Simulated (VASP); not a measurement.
Here is the system:

```
CELL_PARAMETERS angstrom
      0.00000     2.82364     2.82364
      2.82364     0.00000     2.82364
      2.82364     2.82364     0.00000
ATOMIC_POSITIONS crystal
  Be 0.00000 0.00000 0.00000
  Te 0.25000 0.25000 0.25000
```

The numbers are results of r2SCAN+rVV10, VASP's PBE PAW potentials (set 64) (plane waves; VASP), not measurements. Settings: 520 eV cut-off, 9×9×9 Γ-centred mesh, tetrahedra with Blöchl corrections, potentials Be Te.

Unless said otherwise, spin-orbit coupling is left out, though it shifts the bands of the heavy elements here.

Estimate the energy per atom (σ→0), band gap (over mesh and band path) with the smallest direct gap where there is one.

The band gap (over mesh and band path) is 2.29 eV and the smallest direct gap (over mesh and band path) comes out as 4.01 eV. The energy per atom (σ→0) is -15.253 eV/atom.

The compound is BeTe in the zinc blende structure. It was relaxed first.
